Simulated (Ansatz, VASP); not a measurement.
**SiO2 (Quartz): VASP beside Ansatz**

Aim: how closely do two programs agree when they are given the same cell, functional and k mesh?

Main program and level: Ansatz 0.2.0; plane waves, with VASP 6.6.1 beside it; single point at PBE.

### Step 1. Set-up

Symmetry: P3_121, No. 152, trigonal system. The conventional cell has a = 4.916 Å, b = 4.916 Å, c = 5.409 Å, α = 90.00°, β = 90.00°, γ = 120.00°. Si has 4 O at 1.61 Å nearest. Nearest to O lie 2 Si at 1.61 Å. Farther neighbours and most contacts between anions are not listed.

### Step 2. VASP: single point, PBE

A single point gives forces, pressure and levels at one fixed geometry, so differences don't come from the geometry; what else differs is listed under the comparison.

Lines of VASP's logs that name or quote its potential files are left out, and so is its time.

Contents of INCAR:

```
SYSTEM = SiO2
PREC = Accurate
ENCUT = 520
EDIFF = 1E-07
NELM = 100
ISMEAR = 0
SIGMA = 0.01
LREAL = .FALSE.
ALGO = Normal
GGA = PE
NBANDS = 33
LORBIT = 11
LWAVE = .FALSE.
LCHARG = .FALSE.
KPAR = 4
```

Contents of POSCAR:

```
SiO2
1.0
    4.9158000000      0.0000000000      0.0000000000
   -2.4579000000      4.2572076799      0.0000000000
    0.0000000000      0.0000000000      5.4091000000
Si O
3 6
Direct
    0.4697000000      0.4697000000      0.0000000000
    0.0000000000      0.5303000000      0.6666666667
    0.5303000000      0.0000000000      0.3333333333
    0.8538000000      0.2680000000      0.4523333333
    0.7320000000      0.5858000000      0.7856666667
    0.4142000000      0.1462000000      0.1190000000
    0.2680000000      0.8538000000      0.5476666667
    0.5858000000      0.7320000000      0.2143333333
    0.1462000000      0.4142000000      0.8810000000
```

Contents of KPOINTS:

```
Automatic mesh
0
Gamma
5 5 4
0 0 0
```

The projector-augmented-wave data sets are Si and O (PBE family, release 64).

On the command line:

```sh
mpirun -np 4 vasp_std
```

Numbers of over 12 decimals in the logs are rounded to 6 here.

Output:

```text
[banner, memory and clock lines left out]
running    4 mpi-ranks, on    1 nodes
 distrk:  each k-point on    1 cores,    4 groups
 distr:  one band on    1 cores,    1 groups

 POSCAR found type information on POSCAR SiO
 POSCAR found :  2 types and       9 ions
 LDA part: xc-table for (Slater+PW92), standard interpolation
 POSCAR, INCAR and KPOINTS ok, starting setup
 FFT: planning ... GRIDC
 FFT: planning ... GRID_SOFT
 FFT: planning ... GRID
 WAVECAR not read
 entering main loop
       N       E                     dE             d eps       ncg     rms          rms(c)
DAV:   1     0.278960258704E+03    0.27896E+03   -0.25595E+04  1122   0.135E+03
DAV:   2    -0.622148262568E+02   -0.34118E+03   -0.32989E+03  1440   0.308E+02
DAV:   3    -0.804002524715E+02   -0.18185E+02   -0.18117E+02  1428   0.762E+01
DAV:   4    -0.805984576276E+02   -0.19821E+00   -0.19802E+00  1412   0.894E+00
DAV:   5    -0.806014426737E+02   -0.29850E-02   -0.29841E-02  1428   0.108E+00    0.257E+01
DAV:   6    -0.709980084221E+02    0.96034E+01   -0.36124E+01  1302   0.324E+01    0.122E+01
DAV:   7    -0.710074583951E+02   -0.94500E-02   -0.10194E+00  1428   0.500E+00    0.446E+00
DAV:   8    -0.710075788678E+02   -0.12047E-03   -0.51385E-02  1380   0.170E+00    0.166E+00
DAV:   9    -0.710194287006E+02   -0.11850E-01   -0.25945E-02  1332   0.114E+00    0.332E-01
DAV:  10    -0.710210304730E+02   -0.16018E-02   -0.30665E-03  1388   0.302E-01    0.942E-02
DAV:  11    -0.710210090925E+02    0.21380E-04   -0.73541E-04  1404   0.162E-01    0.158E-02
DAV:  12    -0.710210181460E+02   -0.90535E-05   -0.22398E-05  1420   0.283E-02    0.120E-02
DAV:  13    -0.710210206368E+02   -0.24908E-05   -0.73526E-06  1364   0.151E-02    0.425E-03
DAV:  14    -0.710210211680E+02   -0.53120E-06   -0.64071E-07  1420   0.442E-03    0.109E-03
DAV:  15    -0.710210211921E+02   -0.24148E-07   -0.29393E-08   988   0.996E-04
   1 F= -.71021021E+02 E0= -.71021021E+02  d E =-.351302E-33
```

Parts of OUTCAR (step 2):

```text
ion  position               nearest neighbor table
   1  0.470  0.470  0.000-   6 1.61   9 1.61   8 1.61   5 1.61   3 3.06   3 3.06   2 3.06   2 3.06

  LATTYP: Found a hexagonal cell.
 ALAT       =     4.9158000000
 C/A-ratio  =     1.1003498922

 Subroutine GETGRP returns: Found  6 space group operations
 (whereof  2 operations were pure point group operations)

The static configuration has the point symmetry C_2 .
 The point group associated with its full space group is D_3 .

 Found     17 irreducible k-points:

   k-points           NKPTS =     17   k-points in BZ     NKDIM =     17   number of bands    NBANDS=     33

   dimension x,y,z NGX =    40 NGY =   40 NGZ =   40
   dimension x,y,z NGXF=    80 NGYF=   80 NGZF=   80

   ENCUT  =  520.0 eV  38.22 Ry    6.18 a.u.   9.14  9.14 10.06*2*pi/ulx,y,z

   NELECT =      48.0000    total number of electrons

 k-points in reciprocal lattice and weights: Automatic mesh
   0.00000000  0.00000000  0.00000000       0.010
   0.20000000  0.00000000  0.00000000       0.060
   0.40000000 -0.00000000  0.00000000       0.060
   0.20000000  0.20000000  0.00000000       0.060
   0.40000000  0.20000000  0.00000000       0.060
   0.00000000  0.00000000  0.25000000       0.020
   0.20000000  0.00000000  0.25000000       0.060
   0.00000000  0.20000000  0.25000000       0.060
   0.40000000 -0.00000000  0.25000000       0.060
[...]
0.20000000  0.20000000  0.50000000       0.060
   0.40000000  0.20000000  0.50000000       0.060

 average (electrostatic) potential at core
       1 -86.4156       2 -86.4156       3 -86.4156       4 -72.3927       5 -72.3927
       6 -72.3927       7 -72.3927       8 -72.3927       9 -72.3927

 E-fermi :   1.1657

 k-point     1 :       0.0000    0.0000    0.0000
  band No.  band energies     occupation
    ...
     20       0.0964      2.00000
     21       0.0964      2.00000
     22       0.4088      2.00000
     23       0.7770      2.00000
     24       0.7770      2.00000
     25       7.0869      0.00000
     26      10.3930      0.00000
     27      10.3930      0.00000
     28      10.8528      0.00000
     29      10.8528      0.00000
    ...

 k-point     2 :       0.2000    0.0000    0.0000
  band No.  band energies     occupation
    ...
     20       0.0210      2.00000
     21       0.0951      2.00000
     22       0.2826      2.00000
     23       0.8419      2.00000
     24       0.8968      2.00000
     25       7.6810      0.00000
     26      10.3762      0.00000
     27      10.4448      0.00000
     28      10.9186      0.00000
     29      11.0622      0.00000
    ...

 k-point     3 :       0.4000   -0.0000    0.0000
  band No.  band energies     occupation
    ...
     20      -0.0141      2.00000
     21       0.0564      2.00000
     22       0.2879      2.00000
     23       0.8360      2.00000
     24       1.0375      2.00000
     25       8.9479      0.00000
     26      10.3033      0.00000
     27      10.6300      0.00000
     28      10.9722      0.00000
     29      11.5452      0.00000
    ...

  Total        5.0981773      5.0981773      5.1701343      0.0000000     -0.0000000      0.0000000
  in kB       72.1574984     72.1574984     73.1759474      0.0000000     -0.0000000      0.0000000
  external PRESSURE =      72.4969814 kB  Pullay stress =       0.0000000 kB

  energy-cutoff  :      520.00
  volume of cell :      113.20
      direct lattice vectors                 reciprocal lattice vectors
     4.915800000  0.000000000  0.000000000     0.203425689  0.117447876  0.000000000
    -2.457900000  4.257207680  0.000000000     0.000000000  0.234895752  0.000000000
     0.000000000  0.000000000  5.409100000     0.000000000  0.000000000  0.184873639

 POSITION                                       TOTAL-FORCE (eV/Angst)
 -----------------------------------------------------------------------------------
      1.15448      1.99961      0.00000         0.002736      0.004738      0.000000
     -1.30342      2.25760      3.60607         0.002736     -0.004738      0.000000
      2.60685      0.00000      1.80303        -0.005471     -0.000000      0.000000
      3.53839      1.14093      2.44672         0.337395     -0.014694     -0.173214
      2.15853      2.49387      4.24975        -0.155972      0.299540     -0.173214
      1.67678      0.62240      0.64368        -0.181423     -0.284845     -0.173214
     -0.78112      3.63480      2.96238        -0.181423      0.284845      0.173214
      1.08049      3.11628      1.15935         0.337395      0.014694      0.173214
     -0.29937      1.76334      4.76542        -0.155972     -0.299540      0.173214
 -----------------------------------------------------------------------------------
    total drift:                               -0.000002     -0.000004     -0.000000

  FREE ENERGIE OF THE ION-ELECTRON SYSTEM (eV)
  ---------------------------------------------------
  free  energy   TOTEN  =       -71.0210211921 eV

  energy  without entropy=      -71.0210211921  energy(sigma->0) =      -71.02102119

 total charge
# of ion       s       p       d       tot
------------------------------------------
    1        0.649   1.016   0.000   1.665
    2        0.649   1.016   0.000   1.665
    3        0.649   1.016   0.000   1.665
    4        1.551   3.711   0.000   5.261
    5        1.551   3.711   0.000   5.261
    6        1.551   3.711   0.000   5.261
    7        1.551   3.711   0.000   5.261
    8        1.551   3.711   0.000   5.261
    9        1.551   3.711   0.000   5.261
--------------------------------------------------
tot         11.251  25.313   0.000  36.564

[... 3 further parts left out ...]
```

The gap is read on the k-mesh alone, so it is an upper bound where the band edges lie off the mesh.

### Step 3. Ansatz: single point, PBE

Ansatz runs on its default PAW (the set named soft_2) files.

The same cell, functional, mesh and smearing now go to Ansatz, which takes its cutoff from its data sets.

Contents of input.yaml:

```yaml
crystal:
  lattice:
    - [4.9158, 0.0, 0.0]
    - [-2.4579, 4.2572076799, 0.0]
    - [0.0, 0.0, 5.4091]
  atoms:
    - { symbol: Si, position: [0.4697, 0.4697, 0.0] }
    - { symbol: Si, position: [0.0, 0.5303, 0.6666666667] }
    - { symbol: Si, position: [0.5303, 0.0, 0.3333333333] }
    - { symbol: O, position: [0.8538, 0.268, 0.4523333333] }
    - { symbol: O, position: [0.732, 0.5858, 0.7856666667] }
    - { symbol: O, position: [0.4142, 0.1462, 0.119] }
    - { symbol: O, position: [0.268, 0.8538, 0.5476666667] }
    - { symbol: O, position: [0.5858, 0.732, 0.2143333333] }
    - { symbol: O, position: [0.1462, 0.4142, 0.881] }
hamiltonian:
  xc: pbe
  pseudopotentials: { kind: paw }
kpoints:
  mp_grid: { grid: [5, 5, 4] }
scf:
  occupations: { method: gaussian, width: 0.01 }
  n_extra_bands: 6
output:
  forces: true
  stress: true
  eigenvalues: true
```

On the command line:

```sh
ansatz run input.yaml --threads 4 --pin off --max-ram 9216MiB --backend cpu --events-out ev --progress --plain --runs-dir out
```

Output:

```text
scf.n_extra_bands = 6 over 24 filled bands (N_el = 48.0): the run solves 30 bands
Engine: ansatz 0.2.0, aarch64-unknown-linux-gnu
Pseudopotentials: kind: paw
Pseudopotential: Si, paw, valence charge 4, recommended cutoff 420 eV (normal), Si.paw.azcp
Pseudopotential: O, paw, valence charge 6, recommended cutoff 420 eV (normal), O.paw.azcp
Functional definition: PBE
  parameter kappa = 0.804
  parameter beta = 0.066725
  exchange = pbe_x(kappa = kappa, mu = beta*pi^2/3)
  correlation = pbe_c(beta = beta)
Crystal: 9 atoms, lattice volume = 113.199 Å³
Basis set: ecut = 420 eV, 2209 PW (Γ), exchange–correlation on 72×72×80 points (8 copies of the dense FFT grid, shifted against one another)
Bands: 30, of which v1, the nominal top of the filled ones, is band 24 counted from 1 (23 counted from 0)
Symmetry: 6 space group operations
Space group: P3121 (ITA 152), of the structure as read, at distance tolerance 4.8e-5 Å
k-points: 17 of 100 (time reversal used)
Non-local potential: Si, projectors of the file, l = 0: 2, l = 1: 2, l = 2: 2
Non-local potential: O, projectors of the file, l = 0: 2, l = 1: 2, l = 2: 1
PAW form: soft (Blöchl's): semilocal exchange-correlation on the pseudo side does not see the compensation charge
PAW one-centre angular grid: Si, 110 points (default); XC on 64 Gauss nodes
PAW one-centre angular grid: O, 110 points (default); XC on 64 Gauss nodes
Initial density: superposition of atomic densities (neutral atoms: chi_scale 0, normalization atom), corrected by the library's trained network
Initial wavefunctions: pseudopotential atomic-orbital guess
Functional: x = pbe(κ = 0.804, μ = 0.219515), c = pbe(β = 0.066725)
SCF iter   1: F=—  HF=-5322.116257 eV  |F-HF|=—  |Δ(HF+E_count)|=         —  Δρ=1.22e-3  dr2=8.28e-4  ethr=1.77e-3  ⟨swp⟩=7.7  Hψ=2720  notcnv=0
preconditioner: auto → Resta (q_TF=auto, 2.365 Å⁻¹)  ε∞=3.2  [insulator: Δε(μ)=6.003 eV  Ē_g=16.394 eV  σ=0.010 eV  W_gap=1.00  n_scr=22 (ndim 8)  ℏωp=24.2 eV  f_vac=0.113  D(μ)=0.00/eV (n_scr^D=0)  ε∞_Penn≈3.2]
SCF iter   2: F=—  HF=-5322.119663 eV  |F-HF|=—  |Δ(HF+E_count)|=   3.41e-3  Δρ=5.91e-4  dr2=1.57e-4  ethr=1.72e-6  ⟨swp⟩=3.0  Hψ=1357  notcnv=0  defer=27
SCF iter   3: F=—  HF=-5322.120183 eV  |F-HF|=—  |Δ(HF+E_count)|=   5.20e-4  Δρ=1.98e-4  dr2=2.09e-5  ethr=3.27e-7  ⟨swp⟩=2.0  Hψ=952  notcnv=0  defer=27
SCF iter   4: F=—  HF=-5322.120194 eV  |F-HF|=—  |Δ(HF+E_count)|=   1.10e-5  Δρ=6.50e-5  dr2=4.13e-6  ethr=4.35e-8  ⟨swp⟩=2.0  Hψ=805  notcnv=0  defer=27
SCF iter   5: F=—  HF=-5322.120198 eV  |F-HF|=—  |Δ(HF+E_count)|=   4.13e-6  Δρ=2.55e-5  dr2=5.45e-7  ethr=8.60e-9  ⟨swp⟩=2.0  Hψ=789  notcnv=0  defer=27
SCF iter   6: F=-5322.120199 eV  HF=-5322.120199 eV  |F-HF|=1.91e-8  |Δ(HF+E_count)|=   7.64e-7  Δρ=2.80e-6  dr2=1.12e-8  ethr=2.08e-10  ⟨swp⟩=10.6  Hψ=2455  notcnv=0
SCF 1 converged in 6 iterations: F = -5322.120199 eV  dr2 = 1.12e-8
  greatest PAW one-centre occupation: 0.863 electrons in one spin orbital (limit 2), on the O atom at site 8 (counted from 0), in its partial waves of l = 0
SCF converged after 6 iterations
Free energy (F): -5322.120199 eV
Harris-Foulkes:  -5322.120199 eV  (|F-HF|=1.91e-8)
Internal energy: -5322.120199 eV  (E = F + TS)
E sigma→0 (E₀):  -5322.120199 eV
Fermi energy:    5.527236 eV
--- Per-component energies (eV) ---
  E_band       = -205.711274
  E_kinetic    = 1211.147064
  E_local      = -2960.024378  (includes V_loc(G=0)·N_el)
  E_nonlocal   = 361.566030
  E_hartree    = 1062.314239
  E_xc         = -613.779747
  E_vxc        = -712.559782  (∫ρ·V_xc dr)
  E_paw        = -2494.384162  (= ΣΔE_a)
  E_vpaw       = -230.485541  (= ΣTr[D̂ρ^β])
  E_aug_tail   = 0.015659  (compensation charges beyond the density's cutoff)
  E_ewald      = -1888.974903
  E_smearing   = -0.000000  (= −TS)
  E_closure    = -0.000000  (closes the sum)
  Σ components = -5322.120199   (vs F -5322.120199, Δ=0.00e0)
--- Forces (eV/Å), atoms counted from 1 ---
  atom   1  Si     0.01052564     0.01823094     0.00000000
  atom   2  Si     0.01052564    -0.01823094    -0.00000000
  atom   3  Si    -0.02105127     0.00000000     0.00000000
  atom   4  O      0.34499391    -0.01987531    -0.17693121
  atom   5  O     -0.15528443     0.30871114    -0.17693121
  atom   6  O     -0.18970947    -0.28883583    -0.17693121
  atom   7  O     -0.18970947     0.28883583     0.17693121
  atom   8  O      0.34499391     0.01987531     0.17693121
  atom   9  O     -0.15528443    -0.30871114     0.17693121
  max |Σ_I F_I| component: 5.55e-17 eV/Å
--- Stress (GPa, compression-positive) ---
        7.101527      -0.000000       0.000000
       -0.000000       7.101527       0.000000
        0.000000       0.000000       7.169612
  P = ⅓ Tr σ = 7.1242 GPa (71.242 kbar)
--- Band table (eV; the first three rows and the last of 17) ---
  k-point 0: bands = [... 20 lower, 1.5355, 1.8491, 2.2214, 2.2214, 8.5304, 11.8539, 11.8539, 12.3091, ... 2 higher]
  k-point 1: bands = [... 20 lower, 1.4657, 2.0013, 2.3106, 2.4404, 9.1286, 11.6806, 11.7919, 11.8117, ... 2 higher]
  k-point 2: bands = [... 20 lower, 1.3347, 2.3207, 2.3207, 2.4442, 10.4817, 10.4817, 11.5998, 12.2849, ... 2 higher]
  k-point 16: bands = [... 20 lower, 1.6619, 1.7207, 1.9073, 2.1523, 11.4992, 12.1558, 12.3471, 12.4387, ... 2 higher]
```

It took 3.2 s on 4 threads of Arm Neoverse N1, shared host; peak memory 0.37 GiB; 10 s of CPU time.

The run ends at a pressure of 7.12 GPa, with forces up to 0.39 eV/Å.

### Step 4. Comparison

Known differences besides the potentials themselves: the cutoff is 420 eV in Ansatz and 520 eV in VASP; VASP leaves aspherical gradient terms in its spheres out (LASPH is not set), Ansatz keeps them. Total energies have different zeros and are not compared.

The two programs side by side:

| quantity | Ansatz | VASP | difference |
| --- | --- | --- | --- |
| pressure (GPa) | 7.12 | 7.25 | -0.13 |
| pressure without Ansatz's Pulay correction (GPa) | 6.52 | 7.25 | -0.73 |
| gap on the k mesh (eV) | 6.006 | 6.004 | +0.002 |

Forces (eV/Å; atoms numbered as in POSCAR):

| atom | Ansatz x, y, z | VASP x, y, z |
| --- | --- | --- |
| Si1 | 0.011, 0.018, 0.000 | 0.003, 0.005, 0.000 |
| Si2 | 0.011, -0.018, 0.000 | 0.003, -0.005, 0.000 |
| Si3 | -0.021, 0.000, 0.000 | -0.005, 0.000, 0.000 |
| O4 | 0.345, -0.020, -0.177 | 0.337, -0.015, -0.173 |
| O5 | -0.155, 0.309, -0.177 | -0.156, 0.300, -0.173 |
| O6 | -0.190, -0.289, -0.177 | -0.181, -0.285, -0.173 |
| O7 | -0.190, 0.289, 0.177 | -0.181, 0.285, 0.173 |
| O8 | 0.345, 0.020, 0.177 | 0.337, 0.015, 0.173 |
| O9 | -0.155, -0.309, 0.177 | -0.156, -0.300, 0.173 |

The forces differ by 7.0 meV/Å r.m.s., which is 3.9 % of the r.m.s. force of 0.18 eV/Å (both taken over all components). A gap on the mesh is an upper bound, since the band edges may lie between its points. Ansatz's pressure holds a Pulay correction of 0.61 GPa; VASP's holds none.

### Step 5. Outcome

| Item | Value |
| --- | --- |
| r.m.s. force difference (single point, PBE) | 7.0 meV/Å |

The r.m.s. force difference is 7.0 meV/Å (single point, PBE), within the 12 meV/Å picked in this series as the mark of a large difference. Such differences can come from data sets, numerical settings and the points named under the comparisons, not from the functional's error against experiment.

[Lines on the potential files, build, host, timing and source positions are cut from VASP's logs without a mark.]

[Logs are printed without paths, hosts, clocks, repeated set-up lines and the standing remarks that a program may print on its own settings, such as how far it seeks lower states.]

[Hosts, paths, dates, database ids (printed as entryN), source tags and the programs' standing remarks are cut or masked in the printed files.]
